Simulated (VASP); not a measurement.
# GW on AlN, part 4 of 4

How does the gap of AlN change from the starting functional to GW? The cell is of the wurtzite type, one of the forms listed for this formula. The start is a cell from a database of measured crystal structures.

VASP 6.6.1, plane waves and PAW; the level of theory is named at each step.

So far, quasiparticle gap on the mesh (eV): step 4 (evGW0) 6.18. Also gap on the k-mesh (eV): step 3 (empty bands, functional PBE) 4.21; step 5 (orbitals for another starting point, PBE) 4.21; step 6 (another starting point, HSE06) 5.59.

The database entry behind the starting cell differs from later determinations by our own check (inner coordinate u about 0.002 short), so it need not match the best structure at ambient conditions.

### Step 8. G0W0

This step: G0W0 on HSE06; plane waves and PAW (Al_GW, N_GW) (VASP 6.6.1).

One pass of GW corrects the levels to first order, with G and W from the starting orbitals.

INCAR reads:

```
SYSTEM = AlN
PREC = Accurate
ENCUT = 450
ISMEAR = 0
SIGMA = 0.01
LREAL = .FALSE.
LHFCALC = .TRUE.
AEXX = 0.25
GGA = PE
HFSCREEN = 0.2
LASPH = .TRUE.
NBANDS = 272
PRECFOCK = Fast
ALGO = EVGW0
NELMGW = 1
ENCUTGW = 200
NOMEGA = 48
NBANDSGW = 16
LWAVE = .FALSE.
LCHARG = .FALSE.
```

POSCAR reads:

```
AlN
1.0
    3.1130000000      0.0000000000      0.0000000000
   -1.5565000000      2.6959370820      0.0000000000
    0.0000000000      0.0000000000      4.9810000000
Al N
2 2
Direct
    0.3333333333      0.6666666667      0.0000000000
    0.6666666667      0.3333333333      0.5000000000
    0.3333333333      0.6666666667      0.3800000000
    0.6666666667      0.3333333333      0.8800000000
```

KPOINTS reads:

```
Automatic mesh
0
Gamma
6 6 4
0 0 0
```

PAW data sets: Al_GW and N_GW (PBE family, release 64).

The run starts from files that an earlier step left in the folder.

Run with:

```console
$ mpirun -np 8 vasp_std
```

Output:

```text
[banner, memory and clock lines left out]
running    8 mpi-ranks, on    1 nodes
 distrk:  each k-point on    8 cores,    1 groups
 distr:  one band on    1 cores,    8 groups

 POSCAR found type information on POSCAR AlN
 POSCAR found :  2 types and       4 ions
 [... a notice as in an earlier step ...]

 [... a notice as in an earlier step ...]

 LDA part: xc-table for (Slater+PW92), standard interpolation
 found WAVECAR, reading the header
 POSCAR, INCAR and KPOINTS ok, starting setup
 FFT: planning ... GRIDC
 FFT: planning ... GRID_SOFT
 FFT: planning ... GRID
 reading WAVECAR
 the WAVECAR file was read successfully
 initial charge from wavefunction
 available memory per node:     26.66 GB, setting MAXMEM to     27300

 The Fermi energy was updated, please check that it is located mid-gap
 values below the HOMO (VB) or above the LUMO (CB) will cause erroneous energies
 E-fermi :   6.9704

 calculate exact exchange contribution
 the WAVEDER file was read successfully
energies w=
    0.000    0.000    0.874    0.000    1.745    0.000    2.609    0.000
    3.463    0.000    4.305    0.000    5.133    0.000    5.946    0.000
    6.744    0.000    7.528    0.000    8.297    0.000    9.054    0.000
    9.800    0.000   10.537    0.000   11.268    0.000   11.994    0.000
   12.719    0.000   13.446    0.000   14.177    0.000   14.917    0.000
   15.668    0.000   16.435    0.000   17.223    0.000   18.036    0.000
   18.880    0.000   19.762    0.000   20.688    0.000   21.669    0.000
   22.713    0.000   23.835    0.000   25.048    0.000   26.370    0.000
   27.825    0.000   29.441    0.000   31.256    0.000   33.315    0.000
   35.681    0.000   38.438    0.000   41.703    0.000   45.639    0.000
   50.485    0.000   56.606    0.000   64.585    0.000   75.415    0.000
   90.935    0.000  114.979    0.000  157.078    0.000  249.326    0.000
 responsefunction array rank=     288
 LDA part: xc-table for (Slater+PW92), standard interpolation

 min. memory requirement per mpi rank    282.5 MB, per node   2260.3 MB

 allocating   6 responsefunctions rank=   288
 shmem allocating  48 responsefunctions rank=   288
 response function shared by NCSHMEM nodes    1
 Doing            6  frequencies on each core in blocks of           48
NQ=   1    0.0000    0.0000    0.0000,
|.........|.........|.........|.........|.........|.........|.........|.........
 performed        791000 updates of chi_q(r,r)
 total number of BLAS operations        521.26 Gflops
NQ=   2    0.1667    0.0000    0.0000,
|.........|.........|.........|.........|.........|.........|.........|.........
 performed       2182000 updates of chi_q(r,r)
 total number of BLAS operations       1332.85 Gflops
NQ=   3    0.3333    0.0000    0.0000,
|.........|.........|.........|.........|.........|.........|.........|.........
 performed       3573000 updates of chi_q(r,r)
 total number of BLAS operations       2144.44 Gflops
NQ=   4    0.5000    0.0000    0.0000,
|.........|.........|.........|.........|.........|.........|.........|.........
 performed       4651000 updates of chi_q(r,r)
 total number of BLAS operations       2773.29 Gflops
NQ=   5    0.1667    0.1667    0.0000,
|.........|.........|.........|.........|.........|.........|.........|.........
 performed       6094000 updates of chi_q(r,r)
 total number of BLAS operations       3596.73 Gflops
NQ=   6    0.3333    0.1667    0.0000,
|.........|.........|.........|.........|.........|.........|.........|.........
 performed       7746000 updates of chi_q(r,r)
 total number of BLAS operations       4553.47 Gflops
NQ=   7    0.3333    0.3333    0.0000,
|.........|.........|.........|.........|.........|.........|.........|.........
 performed       8685000 updates of chi_q(r,r)
 total number of BLAS operations       5150.86 Gflops
NQ=   8    0.0000    0.0000    0.2500,
|.........|.........|.........|.........|.........|.........|.........|.........
 performed       9536000 updates of chi_q(r,r)
 total number of BLAS operations       5689.04 Gflops
NQ=   9    0.1667    0.0000    0.2500,
|.........|.........|.........|.........|.........|.........|.........|.........
 performed      11084000 updates of chi_q(r,r)
 total number of BLAS operations       6625.76 Gflops
NQ=  10    0.3333    0.0000    0.2500,
|.........|.........|.........|.........|.........|.........|.........|.........
 performed      12632000 updates of chi_q(r,r)
 total number of BLAS operations       7515.39 Gflops
NQ=  11    0.5000    0.0000    0.2500,
|.........|.........|.........|.........|.........|.........|.........|.........
 performed      13866000 updates of chi_q(r,r)
 total number of BLAS operations       8173.01 Gflops
NQ=  12    0.1667    0.1667    0.2500,
|.........|.........|.........|.........|.........|.........|.........|.........
 performed      15518000 updates of chi_q(r,r)
 total number of BLAS operations       9136.89 Gflops
NQ=  13    0.3333    0.1667    0.2500,
|.........|.........|.........|.........|.........|.........|.........|.........
 performed      17379000 updates of chi_q(r,r)
 total number of BLAS operations      10182.75 Gflops
NQ=  14    0.3333    0.3333    0.2500,
|.........|.........|.........|.........|.........|.........|.........|.........
 performed      18405000 updates of chi_q(r,r)
 total number of BLAS operations      10781.14 Gflops
NQ=  15    0.0000    0.0000    0.5000,
|.........|.........|.........|.........|.........|.........|.........|.........
 performed      19196000 updates of chi_q(r,r)
 total number of BLAS operations      11263.21 Gflops
NQ=  16    0.1667    0.0000    0.5000,
|.........|.........|.........|.........|.........|.........|.........|.........
 performed      20587000 updates of chi_q(r,r)
 total number of BLAS operations      12086.87 Gflops
NQ=  17    0.3333    0.0000    0.5000,
|.........|.........|.........|.........|.........|.........|.........|.........
 performed      21978000 updates of chi_q(r,r)
 total number of BLAS operations      12922.68 Gflops
NQ=  18    0.5000    0.0000    0.5000,
|.........|.........|.........|.........|.........|.........|.........|.........
 performed      23056000 updates of chi_q(r,r)
 total number of BLAS operations      13542.25 Gflops
NQ=  19    0.1667    0.1667    0.5000,
|.........|.........|.........|.........|.........|.........|.........|.........
 performed      24499000 updates of chi_q(r,r)
 total number of BLAS operations      14384.30 Gflops
NQ=  20    0.3333    0.1667    0.5000,
|.........|.........|.........|.........|.........|.........|.........|.........
 performed      26151000 updates of chi_q(r,r)
 total number of BLAS operations      15333.95 Gflops
NQ=  21    0.3333    0.3333    0.5000,
|.........|.........|.........|.........|.........|.........|.........|.........
 performed      27090000 updates of chi_q(r,r)
 total number of BLAS operations      15833.98 Gflops
 resolving degeneracies of screened two electron integrals

 calculate QP shifts <psi_nk| G(iteration)W_0 |psi_nk>: iteration 1
 entering main loop
```

It took 3.1 min on 8 MPI ranks of AMD EPYC 9R45, shared host; peak memory 3.3 GiB.

OUTCAR, selected parts (step 8):

```text
   NELECT =      16.0000    total number of electrons

 E-fermi :   6.9704

 QP shifts <psi_nk| G(iteration)W_0 |psi_nk>: iteration 1
 for sc-GW calculations column KS-energies equals QP-energies in previous step
 and V_xc(KS)=  KS-energies - (<T + V_ion + V_H > + <T+V_H+V_ion>^1  + <V_x>^1)
 k-point   1 :       0.0000    0.0000    0.0000
  band No.  KS-energies  QP-energies   sigma(KS)   V_xc(KS)     V^pw_x(r,r')   Z            occupation Imag(sigma)
    ...
      5       3.2539       2.7417     -17.9173     -17.2780     -20.6201       0.8012       2.0000       0.0908
      6       3.9775       3.5016     -18.2609     -17.6697     -20.8201       0.8051       2.0000       0.0886
      7       3.9775       3.5016     -18.2609     -17.6697     -20.8201       0.8051       2.0000       0.0886
      8       4.1730       3.7219     -18.3203     -17.7595     -20.8450       0.8043       2.0000       0.0871
      9       9.7679      10.2447     -11.2939     -11.8652      -7.5282       0.8347       0.0000      -0.0612
     10      12.3221      12.8368      -9.7029     -10.3158      -5.5584       0.8399       0.0000      -0.0743
     11      16.6528      17.1556     -12.0201     -12.6591      -6.8044       0.7869       0.0000      -0.1311
     12      16.9640      17.4421      -8.5668      -9.1434      -3.9042       0.8293       0.0000      -0.1055
    ...

 k-point   2 :       0.1667    0.0000    0.0000
  band No.  KS-energies  QP-energies   sigma(KS)   V_xc(KS)     V^pw_x(r,r')   Z            occupation Imag(sigma)
    ...
      5       2.6161       2.0947     -17.3667     -16.7145     -20.0527       0.7997       2.0000       0.0920
      6       2.8296       2.2938     -17.5979     -16.9276     -20.3547       0.7993       2.0000       0.0920
      7       3.8872       3.4072     -18.2482     -17.6512     -20.8318       0.8042       2.0000       0.0889
      8       3.9841       3.5214     -18.2117     -17.6357     -20.7721       0.8035       2.0000       0.0874
      9      11.0995      11.6113     -11.8186     -12.4373      -7.9334       0.8272       0.0000      -0.0626
     10      13.4369      13.9672      -9.9228     -10.5588      -5.6410       0.8338       0.0000      -0.0781
     11      14.9928      15.4381     -10.0009     -10.5463      -5.3379       0.8164       0.0000      -0.1028
     12      15.5873      16.0659      -9.5425     -10.1235      -4.9063       0.8237       0.0000      -0.1004
    ...

[... 9 parts as in an earlier step ...]

[... 7 further parts left out ...]
```

Numbers from this step:

```yaml
quasiparticle_gap_on_the_mesh: 6.523 eV
smallest_direct_quasiparticle_gap_on_the_mesh: 6.523 eV
gap_of_the_starting_orbitals_on_the_mesh: 5.595 eV
```

GW takes the gap from 5.595 to 6.523 eV. That is +646 meV against the one-shot pass on PBE. The value holds for 272 bands, ENCUTGW = 200 eV and this mesh, and isn't shown to be converged in them.

### Step 9. Summary

This step: GW series: evGW0 on PBE, G0W0 on HSE06; plane waves and PAW (VASP 6.6.1).

Derived from the runs above.

Cost is wall time times ranks on a shared host, with the step that makes the empty bands. GW runs:

```tsv
level	bands	ENCUTGW (eV)	NOMEGA	k mesh	starting gap (eV)	quasiparticle gap (eV)	direct gap (eV)	cost (core minutes)
evGW0 on PBE	272	200	48	6x6x4	4.215	6.185	6.185	98.76
G0W0 on HSE06	272	200	48	6x6x4	5.595	6.523	6.523	85.88
```

### Step 10. What came out

```
evGW0 on PBE, 272 bands, ENCUTGW 200 eV, NOMEGA 48, mesh 6×6×4  : 4.215 → 6.185 eV
G0W0 on HSE06, 272 bands, ENCUTGW 200 eV, NOMEGA 48, mesh 6×6×4 : 5.595 → 6.523 eV
```

In words: evGW0 gives a quasiparticle gap of 6.185 eV on the mesh, 1.97 eV over the PBE gap on the same mesh. On mesh and path the starting valence top lies at Γ and the conduction bottom at Γ, so the starting gap is direct. Both points lie on the GW mesh. Over the final values of the levels run here the gap spans 6.18 to 6.52 eV. In evGW0 the first pass, which is the one-shot result, gives 5.877 eV and pass 4 gives 6.185 eV; the last pass changed the gap by +7 meV, so the loop is converged. One-shot gaps: 5.877 eV from PBE and 6.523 eV from HSE06. The starting gaps span 1.38 eV and the one-shot gaps 0.65 eV. Bands, response cutoff and mesh weren't tested for convergence. Not tabulated here, as repeats of values shown or as unfit to read for their mesh, reference level or band range: eps2 curves (empty bands); eps1 curves and static values (empty bands); gaps (empty bands).

[Lines on the potential files, build, host, timing and source positions are cut from VASP's logs without a mark.]

[Logs are printed without paths, hosts, clocks, repeated set-up lines and the standing remarks that a program may print on its own settings, such as how far it seeks lower states.]

[Hosts, paths, dates, database ids (printed as entryN), source tags and the programs' standing remarks are cut or masked in the printed files.]

[Pressures printed for these runs are not shown converged in the cutoff: they can be off by several GPa and have the wrong sign.]
